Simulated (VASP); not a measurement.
```xyz
2
Lattice="1.7130 -2.9669 0.0000 1.7130 2.9669 0.0000 0.0000 0.0000 5.5212" Properties=species:S:1:pos:R:3 pbc="T T T"
Tl     1.7130     0.9890     1.3803
Tl     1.7130    -0.9890     4.1409
```

All values below come from AM05 GGA, VASP's PBE PAW potentials (set 64) (plane waves; VASP 6.6.1). Settings: 520 eV cut-off, 12×12×7 Γ-centred mesh, first-order Methfessel-Paxton smearing of 0.10 eV, potentials Tl_d.

Q: The ions and cell shape at fixed volume are relaxed. Which structure does the run end with?

A: 
```xyz
2
Lattice="1.7396 -3.0130 0.0000 1.7396 3.0130 0.0000 0.0000 0.0000 5.3536" Properties=species:S:1:pos:R:3 pbc="T T T"
Tl     1.7396     1.0043     1.3384
Tl     1.7396    -1.0043     4.0152
```
Space group P6_3/mmc (194), at a tolerance of 0.03 Å.

Q: How much energy does the relaxation gain?

A: The energy (σ→0) changes by -4.3 meV/atom, in 3 ionic steps.

The compound is Tl in the hcp structure. This cell is one point of a volume scan, at 0.97 of the reference volume. Symmetry was kept, so distortions that lower it aren't found.
